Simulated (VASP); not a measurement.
Here is the system:

```
CELL_PARAMETERS angstrom
      0.00000     2.57087     2.57087
      2.57087     0.00000     2.57087
      2.57087     2.57087     0.00000
ATOMIC_POSITIONS crystal
  Cd 0.00000 0.00000 0.00000
  F  0.25000 0.25000 0.25000
  F  0.75000 0.75000 0.75000
```

All values below come from PBE GGA, VASP's PBE PAW potentials (set 64) (plane waves; VASP 6.6.1). Run with 620 eV cut-off, 7×7×7 Γ-centred mesh, Gaussian smearing of 0.050 eV, potentials Cd F.

Energy and stress use the plane-wave basis of the starting cell.

Question: The ions, cell shape and volume at an external pressure of 45.0 GPa are relaxed. Which structure does the run end with?

Answer: 
```
CELL_PARAMETERS angstrom
      0.00000     2.52038     2.52038
      2.52038     0.00000     2.52038
      2.52038     2.52038     0.00000
ATOMIC_POSITIONS crystal
  Cd 0.00000 0.00000 0.00000
  F  0.25000 0.25000 0.25000
  F  0.75000 0.75000 0.75000
```
Space group Fm-3m (225), at a tolerance of 0.03 Å.

Question: How do energy and volume change from the first to the last step?

Answer: The energy (σ→0) changes by +151.5 meV/atom and the volume by -5.8 %, in 4 ionic steps.

The compound is CdF2 in the fluorite structure. This run relaxes it under an external pressure of 45 GPa. Symmetry was kept, so distortions that lower it aren't found.
